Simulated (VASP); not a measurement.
Computed with PBE GGA, VASP's PBE PAW potentials (set 64) (plane waves; VASP).

A VASP calculation is set up with these files.

File KPOINTS:
```
Automatic mesh
0
Gamma
5 5 1
0 0 0
```

INCAR:
```
ENCUT = 400   ! plane-wave cut-off (eV)
SYSTEM = PbO
ISIF = 2   ! forces and stress, cell fixed
ALGO = Normal
LMAXMIX = 4
LWAVE = .False.
GGA = PE
SIGMA = 0.2   ! width (eV)
PREC = Accurate
LREAL = .False.
LASPH = .True.
LCHARG = .False.
NELM = 100   ! most electronic steps
EDIFF = 1E-6   ! SCF stop (eV)
ISMEAR = 0   ! Gaussian
```

### POSCAR
```
PbO
1
    3.8796600000     0.0000000000     0.0000000000
    0.0000000000     3.8796600000     0.0000000000
    0.0000000000     0.0000000000    16.3659340000
Pb O
2 2
Direct
  0.5000000000   0.0000000000   0.5722820000
  0.0000000000   0.5000000000   0.4277180000
  0.0000000000   0.0000000000   0.5000000000
  0.5000000000   0.5000000000   0.5000000000
```

POTCAR, in this order: Pb_d O (PBE.64 set). Program: vasp_std.

Q: What will the output report for the number of irreducible k-points (NKPTS), largest plane-wave count, number of space-group operations, FFT grid (NGX, NGY, NGZ)?

A: 
The number of irreducible k-points (NKPTS) is 6, the largest plane-wave count is 4506 and the number of space-group operations is 16. The FFT grid (NGX, NGY, NGZ) is 28 × 28 × 108.

The cell is a sheet with vacuum, built from a generated structure.
